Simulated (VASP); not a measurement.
Given:

```
CELL_PARAMETERS angstrom
      4.16591     2.07948     2.07948
      2.07948     4.16591     2.07948
      2.07948     2.07948     4.16591
ATOMIC_POSITIONS crystal
  Ni 0.00000 0.00000 0.00000
  Ni 0.50000 0.50000 0.50000
  O  0.25000 0.25000 0.25000
  O  0.75000 0.75000 0.75000
```
Starting moments (μB, in the order of the record's atoms Ni Ni O O): 1.4 -1.4 0.0 0.0.

All values below come from TPSS meta-GGA, VASP's PBE PAW potentials (set 64) (plane waves; VASP 6.6.1). Run with 520 eV cut-off, 8×8×8 Γ-centred mesh, Gaussian smearing of 0.050 eV, potentials Ni O.

Question: Predict the cell moment, energy per atom (σ→0).

Answer: 
- cell moment = 0.00 μB
- energy per atom (σ→0) = -11008 meV/atom

Question: Give the moment on each site (PAW-sphere projection).

Answer: 
```csv
site,moment (μB)
Ni1,1.43
Ni2,-1.43
O3,0.00
O4,0.00
```

The compound is NiO in the rock salt, AFM-II order structure. It was relaxed first. The start is the result of an earlier pass.
